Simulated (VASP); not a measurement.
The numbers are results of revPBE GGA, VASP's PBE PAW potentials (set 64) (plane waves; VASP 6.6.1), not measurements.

A VASP calculation is set up with these files.

### INCAR
```
ALGO=All
EDIFF=1E-6
ENCUT=520
GGA=RE
ISMEAR=0
ISPIN=2
ISYM=0
LASPH=.TRUE.
LCHARG=.FALSE.
LMAXMIX=4
LORBIT=10
LREAL=.FALSE.
LWAVE=.FALSE.
MAGMOM=0
NELM=200
NUPDOWN=0
PREC=Normal
SIGMA=0.01
SYSTEM=Sr atom
```

File KPOINTS:
```
Automatic mesh
0
Gamma
1 1 1
0 0 0
```

**POSCAR**
```
Sr atom
1
   12.0000000000     0.0000000000     0.0000000000
    0.0000000000    12.5000000000     0.0000000000
    0.0000000000     0.0000000000    13.0000000000
Sr
1
Direct
  0.0000000000   0.0000000000   0.0000000000
```

POTCAR, in this order: Sr_sv (PBE.64 set). Program: vasp_gam. Read from the step before: WAVECAR.

The run wrote:

### OSZICAR
```
       N       E                     dE             d eps       ncg     rms           ort
SDA:   1    -0.313812108433E-01   -0.31381E-01    0.00000E+00     9   0.630E-02   0.000E+00
CGA:   2    -0.332332358655E-01   -0.18520E-02   -0.18545E-02     9   0.336E-02  -0.260E-04
CGA:   3    -0.338558668225E-01   -0.62263E-03   -0.62388E-03     9   0.974E-03   0.559E-04
CGA:   4    -0.340156767636E-01   -0.15981E-03   -0.16099E-03     9   0.367E-03   0.268E-04
CGA:   5    -0.341178202227E-01   -0.10214E-03   -0.10064E-03     9   0.220E-03   0.234E-04
CGA:   6    -0.341802714236E-01   -0.62451E-04   -0.61618E-04     9   0.122E-03   0.153E-04
CGA:   7    -0.342110268281E-01   -0.30755E-04   -0.30612E-04     9   0.379E-04   0.723E-05
CGA:   8    -0.342204506892E-01   -0.94239E-05   -0.93703E-05     9   0.122E-04   0.314E-05
CGA:   9    -0.342236689741E-01   -0.32183E-05   -0.31769E-05     9   0.373E-05   0.179E-05
CGA:  10    -0.342246153363E-01   -0.94636E-06   -0.94597E-06     9   0.104E-05   0.794E-06
   1 F= -.34224615E-01 E0= -.34224615E-01  d E =-.438902E-37  mag=     0.0000
```

OUTCAR:
```
------------------------ aborting loop because EDIFF is reached ----------------------------------------
  FORCE on cell =-STRESS in cart. coord.  units (eV):
  Direction    XX          YY          ZZ          XY          YZ          ZX
  --------------------------------------------------------------------------------------
  Total       -0.0379797     -0.0247552     -0.0171581     -0.0000202      0.0000532      0.0000102
  in kB       -0.0312052     -0.0203396     -0.0140976     -0.0000166      0.0000437      0.0000084
  external PRESSURE =      -0.0218808 kB  Pullay stress =       0.0000000 kB
  volume of cell :     1950.00
      direct lattice vectors                 reciprocal lattice vectors
    12.000000000  0.000000000  0.000000000     0.083333333  0.000000000  0.000000000
     0.000000000 12.500000000  0.000000000     0.000000000  0.080000000  0.000000000
     0.000000000  0.000000000 13.000000000     0.000000000  0.000000000  0.076923077
 POSITION                                       TOTAL-FORCE (eV/Angst)
 -----------------------------------------------------------------------------------
      0.00000      0.00000      0.00000         0.000026      0.000015      0.000159
 -----------------------------------------------------------------------------------
    total drift:                                0.000026      0.000015      0.000159
  FREE ENERGIE OF THE ION-ELECTRON SYSTEM (eV)
  ---------------------------------------------------
  free  energy   TOTEN  =        -0.0342246153 eV

  energy  without entropy=       -0.0342246153  energy(sigma->0) =       -0.03422462

 total charge

# of ion       s       p       d       tot
------------------------------------------
    1        2.145   5.633   0.000   7.779

 magnetization (x)

# of ion       s       p       d       tot
------------------------------------------
    1       -0.000   0.000  -0.000   0.000
```
(Selected blocks of OUTCAR.)

The atom may not be in its lowest state.

The cell is a free atom in a box.
